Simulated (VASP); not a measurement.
All values below come from AM05 GGA, VASP's PBE PAW potentials (set 64) (plane waves; VASP).

The input files of a VASP run:

KPOINTS:
```
Automatic mesh
0
Gamma
14 14 14
0 0 0
```

**INCAR**
```
! general
SYSTEM  =  BN
PREC    =  Accurate
ENCUT   =  520
LREAL   =  F
LASPH   =  T

! electronic loop
EDIFF   =  1E-7
NELM    =  100
ALGO    =  Normal

! smearing
ISMEAR  =  -5

! functional
GGA     =  AM

! ions
ISIF    =  2

! output
LWAVE   =  F
LCHARG  =  T
LORBIT  =  11
NEDOS   =  601
```

**POSCAR**
```
BN
1
    0.0000000000     1.8027963409     1.8027963409
    1.8027963409     0.0000000000     1.8027963409
    1.8027963409     1.8027963409    -0.0000000000
B N
1 1
Direct
  0.0000000000   0.0000000000   0.0000000000
  0.2500000000   0.2500000000   0.2500000000
```

POTCAR, in this order: B N (PBE.64 set). Program: vasp_std.

The run wrote:

**OUTCAR**
```
 ion  position               nearest neighbor table
   1  0.000  0.000  0.000-   2 1.56   2 1.56   2 1.56   2 1.56
   2  0.250  0.250  0.250-   1 1.56   1 1.56   1 1.56   1 1.56
  LATTYP: Found a face centered cubic cell.
 ALAT       =     3.6055926818
 Subroutine PRICEL returns:
 Original cell was already a primitive cell.
 Subroutine GETGRP returns: Found 24 space group operations
The static configuration has the point symmetry T_d .
The dynamic configuration has the point symmetry T_d .
 Subroutine INISYM returns: Found 24 space group operations
 Subroutine IBZKPT returns following result:
 Found    104 irreducible k-points:

 Following reciprocal coordinates:
            Coordinates               Weight
  0.000000  0.000000  0.000000      1.000000
  0.071429  0.000000  0.000000      8.000000
  0.142857  0.000000  0.000000      8.000000
  0.214286  0.000000  0.000000      8.000000
  0.285714  0.000000  0.000000      8.000000
  0.357143  0.000000  0.000000      8.000000
  0.428571  0.000000  0.000000      8.000000
  0.500000  0.000000  0.000000      4.000000
  0.071429  0.071429  0.000000      6.000000
...
```

### OSZICAR
```
       N       E                     dE             d eps       ncg     rms          rms(c)
DAV:   1     0.676353824705E+01    0.67635E+01   -0.51897E+03  1752   0.993E+02
DAV:   2    -0.188168619390E+02   -0.25580E+02   -0.25361E+02  2288   0.171E+02
DAV:   3    -0.189908022733E+02   -0.17394E+00   -0.17394E+00  2024   0.174E+01
DAV:   4    -0.189909346417E+02   -0.13237E-03   -0.13237E-03  2224   0.422E-01
DAV:   5    -0.189909346860E+02   -0.44306E-07   -0.44306E-07  1880   0.605E-03    0.658E+00
DAV:   6    -0.181789432997E+02    0.81199E+00   -0.30077E+00  2096   0.126E+01    0.335E+00
DAV:   7    -0.181016856692E+02    0.77258E-01   -0.94862E-02  2160   0.293E+00    0.191E+00
DAV:   8    -0.180854600743E+02    0.16226E-01   -0.36438E-02  1848   0.170E+00    0.164E-01
DAV:   9    -0.180856105059E+02   -0.15043E-03   -0.51695E-04  1752   0.239E-01    0.708E-02
DAV:  10    -0.180856818632E+02   -0.71357E-04   -0.12454E-04  2384   0.112E-01    0.152E-02
DAV:  11    -0.180856861054E+02   -0.42422E-05   -0.71540E-06  1872   0.261E-02    0.678E-03
DAV:  12    -0.180856861049E+02    0.47351E-09   -0.13824E-06  2056   0.985E-03    0.334E-04
DAV:  13    -0.180856861254E+02   -0.20455E-07   -0.21174E-08   832   0.177E-03
   1 F= -.18085686E+02 E0= -.18085686E+02  d E =0.000000E+00
```

File OUTCAR:
```
------------------------ aborting loop because EDIFF is reached ----------------------------------------
  FORCE on cell =-STRESS in cart. coord.  units (eV):
  Direction    XX          YY          ZZ          XY          YZ          ZX
  --------------------------------------------------------------------------------------
  Total        0.0007978      0.0007978      0.0007978      0.0000000      0.0000000     -0.0000000
  in kB        0.1090778      0.1090778      0.1090778      0.0000000      0.0000000     -0.0000000
  external PRESSURE =       0.1090778 kB  Pullay stress =       0.0000000 kB
  volume of cell :       11.72
      direct lattice vectors                 reciprocal lattice vectors
     0.000000000  1.802796341  1.802796341    -0.277346913  0.277346913  0.277346913
     1.802796341  0.000000000  1.802796341     0.277346913 -0.277346913  0.277346913
     1.802796341  1.802796341  0.000000000     0.277346913  0.277346913 -0.277346913
  FREE ENERGIE OF THE ION-ELECTRON SYSTEM (eV)
  ---------------------------------------------------
  free  energy   TOTEN  =       -18.0856861254 eV

  energy  without entropy=      -18.0856861254  energy(sigma->0) =      -18.08568613

 total charge

# of ion       s       p       d       tot
------------------------------------------
    1        0.679   1.373   0.000   2.052
    2        1.208   2.761   0.000   3.969
--------------------------------------------------
tot          1.887   4.134   0.000   6.021
```
(Selected blocks of OUTCAR.)

The compound is BN in the zinc blende structure. It was relaxed first.
